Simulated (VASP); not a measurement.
## GeBi3: single point with PBEsol

The system is GeBi3.

```xyz
4
Lattice="0.0000 3.8668 3.8668 3.8668 0.0000 3.8668 3.8668 3.8668 0.0000" Properties=species:S:1:pos:R:3 pbc="T T T"
Ge    0.0000    0.0000    0.0000
Bi    1.9334    1.9334    1.9334
Bi    5.8002    5.8002    5.8002
Bi    3.8668    3.8468    3.8668
```

The cell comes from a database or a generator and needn't be the stable form of this composition.

```json
{"Program": "VASP 6.6.1", "Task": "single point", "Functional": "PBEsol", "Potentials or basis": "VASP PAW PBE potentials, release 64 (Ge_d, Bi_d)", "Cutoff": "520 eV", "k mesh": "5 × 5 × 5", "Occupations": "fermi-dirac, width 0.15 eV", "Spin": "no spin polarisation"}
```

| Quantity | Value |
| --- | --- |
| Pressure | -3.1 GPa |
| Largest force | 0.060 eV/Å |
| Band gap on the k mesh | none (metal or under the smearing width) |

Forces on the atoms (eV/Å):
```
Ge   0.000 -0.031  0.000
Bi   0.000 -0.015  0.000
Bi   0.000 -0.015  0.000
Bi   0.000  0.060  0.000
```

Levels at points of the mesh, in eV from the Fermi level:
```
           k point  band 25  band 26  band 27  band 28  band 29  band 30  band 31  band 32  band 33  band 34
(0.00, 0.00, 0.00)    -2.57    -2.57    -2.56    -2.36    -2.35    -2.35    -1.55    -1.55    -1.55     3.50
```

Run time: 63 s on 1 thread of Intel(R) Xeon(R) Platinum 8259CL CPU @ 2.50GHz (Skylake/Cascade Lake), on a shared host, peak memory 0.28 GiB.

Caveat: the PAW data sets were made with another functional, which shifts forces and pressure a little; spin-orbit coupling is left out, which moves the levels of the heavy elements.
